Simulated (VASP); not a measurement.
Output of a VASP run:

File OSZICAR:
```
...
DAV:   6    -0.938477913528E+01    0.33502E+00   -0.49720E-01  1445   0.190E+01    0.354E+00
DAV:   7    -0.931356953074E+01    0.71210E-01   -0.17968E-01  1286   0.421E+00    0.127E+00
DAV:   8    -0.931030425152E+01    0.32653E-02   -0.17973E-02  1070   0.222E+00    0.381E-01
DAV:   9    -0.931036245472E+01   -0.58203E-04   -0.14887E-03  1210   0.684E-01    0.690E-02
DAV:  10    -0.931033749028E+01    0.24964E-04   -0.10289E-04  1270   0.114E-01    0.233E-02
DAV:  11    -0.931035344810E+01   -0.15958E-04   -0.19276E-05  1005   0.575E-02    0.613E-03
DAV:  12    -0.931035338691E+01    0.61191E-07   -0.14257E-06   851   0.225E-02
   1 F= -.24893491E+00 E0= -.24893491E+00  d E =-.248935E+00
       N       E                     dE             d eps       ncg     rms          rms(c)
DAV:   1    -0.162698728987E+02   -0.69595E+01   -0.84540E+01  1200   0.197E+02    0.208E+01
DAV:   2    -0.843927684468E+01    0.78306E+01   -0.26120E+01  1150   0.271E+02    0.634E+00
DAV:   3    -0.730243727378E+01    0.11368E+01   -0.16375E+00  1065   0.262E+01    0.382E+00
DAV:   4    -0.692536551666E+01    0.37707E+00   -0.31391E-01  1318   0.651E+00    0.224E+00
DAV:   5    -0.692307787150E+01    0.22876E-02   -0.94014E-03  1262   0.134E+00    0.202E+00
DAV:   6    -0.691194638006E+01    0.11131E-01   -0.16645E-02  1464   0.466E+00    0.113E-01
DAV:   7    -0.691207781830E+01   -0.13144E-03   -0.25925E-03   955   0.487E-01    0.202E-01
DAV:   8    -0.691205631093E+01    0.21507E-04   -0.39221E-04  1417   0.638E-01    0.801E-02
DAV:   9    -0.691203957250E+01    0.16738E-04   -0.60342E-05  1395   0.249E-01    0.132E-02
DAV:  10    -0.691203967475E+01   -0.10225E-06   -0.25335E-06   908   0.366E-02
   2 F= 0.30936620E+00 E0= 0.30937119E+00  d E =0.558301E+00
       N       E                     dE             d eps       ncg     rms          rms(c)
DAV:   1    -0.128680584641E+02   -0.59560E+01   -0.56757E+01  1230   0.250E+02    0.116E+01
DAV:   2    -0.981397263374E+01    0.30541E+01   -0.44499E+00  1178   0.500E+01    0.560E+00
DAV:   3    -0.894392141742E+01    0.87005E+00   -0.13077E+00  1215   0.311E+01    0.982E-01
DAV:   4    -0.887267661646E+01    0.71245E-01   -0.21440E-01  1205   0.118E+01    0.456E-01
DAV:   5    -0.886588877156E+01    0.67878E-02   -0.19745E-02  1186   0.377E+00    0.366E-01
DAV:   6    -0.886402658616E+01    0.18622E-02   -0.43322E-03  1110   0.133E+00    0.114E-01
DAV:   7    -0.886366758496E+01    0.35900E-03   -0.15225E-03  1235   0.128E+00    0.564E-02
DAV:   8    -0.886369193813E+01   -0.24353E-04   -0.17920E-04  1000   0.142E-01    0.311E-02
DAV:   9    -0.886368755563E+01    0.43825E-05   -0.13200E-05  1402   0.100E-01    0.182E-02
DAV:  10    -0.886368742805E+01    0.12758E-06   -0.14254E-06   528   0.336E-02
   3 F= -.35028642E+00 E0= -.35028642E+00  d E =-.101352E+00
       N       E                     dE             d eps       ncg     rms          rms(c)
DAV:   1    -0.883487399039E+01    0.28814E-01   -0.25488E-02  1230   0.422E+00    0.283E-01
DAV:   2    -0.883317790866E+01    0.16961E-02   -0.29999E-03  1185   0.189E+00    0.122E-01
DAV:   3    -0.883278505349E+01    0.39286E-03   -0.33331E-04  1210   0.532E-01    0.329E-02
DAV:   4    -0.883274051716E+01    0.44536E-04   -0.55561E-05  1165   0.115E-01    0.994E-03
DAV:   5    -0.883273743993E+01    0.30772E-05   -0.15493E-06   694   0.222E-02    0.486E-03
DAV:   6    -0.883273730926E+01    0.13066E-06   -0.80551E-07   465   0.133E-02
   4 F= -.35066760E+00 E0= -.35066760E+00  d E =-.101733E+00
```

OUTCAR:
```
------------------------ aborting loop because EDIFF is reached ----------------------------------------
  FORCE on cell =-STRESS in cart. coord.  units (eV):
  Direction    XX          YY          ZZ          XY          YZ          ZX
  --------------------------------------------------------------------------------------
  Total        8.4721138      8.4721138      8.4721138      0.0000000      0.0000000     -0.0000000
  in kB      449.4718106    449.4718106    449.4718106      0.0000000      0.0000000     -0.0000000
  external PRESSURE =      -0.5281894 kB  Pullay stress =     450.0000000 kB
  volume of cell :       30.20
      direct lattice vectors                 reciprocal lattice vectors
     0.000000000  2.471667062  2.471667062    -0.202292618  0.202292618  0.202292618
     2.471667062 -0.000000000  2.471667062     0.202292618 -0.202292618  0.202292618
     2.471667062  2.471667062  0.000000000     0.202292618  0.202292618 -0.202292618
  FREE ENERGIE OF THE ION-ELECTRON SYSTEM (eV)
  ---------------------------------------------------
  free  energy   TOTEN  =        -8.8327373093 eV

  energy  without entropy=       -8.8327373093  energy(sigma->0) =       -8.83273731
  enthalpy is  TOTEN    =        -0.3506676006 eV   P V=        8.4820697086

 reached required accuracy - stopping structural energy minimisation
```
(Selected blocks of OUTCAR.)

File POSCAR:
```
GaP
1
    0.0000000000     2.5267062438     2.5267062438
    2.5267062438     0.0000000000     2.5267062438
    2.5267062438     2.5267062438     0.0000000000
Ga P
1 1
Direct
  0.0000000000   0.0000000000   0.0000000000
  0.2500000000   0.2500000000   0.2500000000
```

Problem. Write an INCAR and KPOINTS that could have produced this output.

Solution. Several could match; the one computed here: the input of the run itself, PBEsol GGA, plane waves, VASP's PBE PAW potentials (set 64).

### KPOINTS
```
K-points
0
gamma
 9 9 9
0 0 0
```

### INCAR
```
LREAL = .FALSE.   # projection in real space or not
PSTRESS = 450
SIGMA = 0.05
LWAVE = .FALSE.
NELM = 100   # most electronic steps
EDIFF = 1E-6
IBRION = 2
ALGO = Normal   # blocked Davidson
ENCUT = 500
LMAXMIX = 4   # l cut-off of mixed one-centre charges
GGA = PS   # PBEsol
ISMEAR = 0
LASPH = .TRUE.
NSW = 40   # most ionic steps
ISIF = 3
LCHARG = .FALSE.
SYSTEM = GaP
PREC = Accurate
EDIFFG = -0.02
```

POTCAR, in this order: Ga_d P (PBE.64 set). Program: vasp_std.

Energy and stress use the plane-wave basis of the starting cell.

The structure was generated: GaP was put into the zinc blende type (F-43m), which need not be its known phase. This run relaxes it under an external pressure of 45 GPa. Symmetry was kept, so distortions that lower it aren't found.
